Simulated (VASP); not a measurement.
**Equation of state of IrC under PBE**

```cif
data_structure
_symmetry_space_group_name_H-M 'F-43m'
_symmetry_Int_Tables_number 216
_cell_length_a 4.6209
_cell_length_b 4.6209
_cell_length_c 4.6209
_cell_angle_alpha 90.000
_cell_angle_beta 90.000
_cell_angle_gamma 90.000
_cell_volume 98.67
loop_
_atom_site_label
_atom_site_type_symbol
_atom_site_symmetry_multiplicity
_atom_site_Wyckoff_symbol
_atom_site_fract_x
_atom_site_fract_y
_atom_site_fract_z
_atom_site_occupancy
Ir1 Ir 4 a 0.00000 0.00000 0.00000 1
C1 C 4 c 0.25000 0.25000 0.25000 1
```

The cell comes from a database or a generator and needn't be the stable form of this composition.

The cell was scaled at fixed shape and fractions and run with VASP, PBE PAW files C, Ir, 520 eV; PBE, k mesh 10 × 10 × 10 on the cell of 2 atoms, fermi-dirac occupations of 0.05 eV, no spin polarisation, no spin-orbit coupling. Energies are those that the program minimises, any entropy of the smearing included. For a metal such a mesh isn't converged to the digits shown.

```tsv
V (Å³/atom)	energy over the lowest row (meV/atom)
11.5933	53.87
11.8399	25.34
12.0866	7.76
12.3333	0.00
12.5799	1.04
12.8266	?
13.0733	25.90
```

**Question.** Fit the third-order Birch-Murnaghan form, give V0, B0 and B′, and predict the energy left open.

**Answer.** With y = (V0/V)^(2/3), E = E0 + (9 V0 B0/16) [(y - 1)³ B′ + (y - 1)² (6 - 4y)]. Least squares through the rows shown give V0 = 12.4250 Å³/atom, E0 = -0.59 meV, B0 = 275.7 GPa (1 eV/Å³ = 160.218 GPa) and B′ = 4.55, with a largest miss of 0.01 meV. At V = 12.8266 the form with these constants gives 9.94 meV; the run gave 9.95 meV an atom.
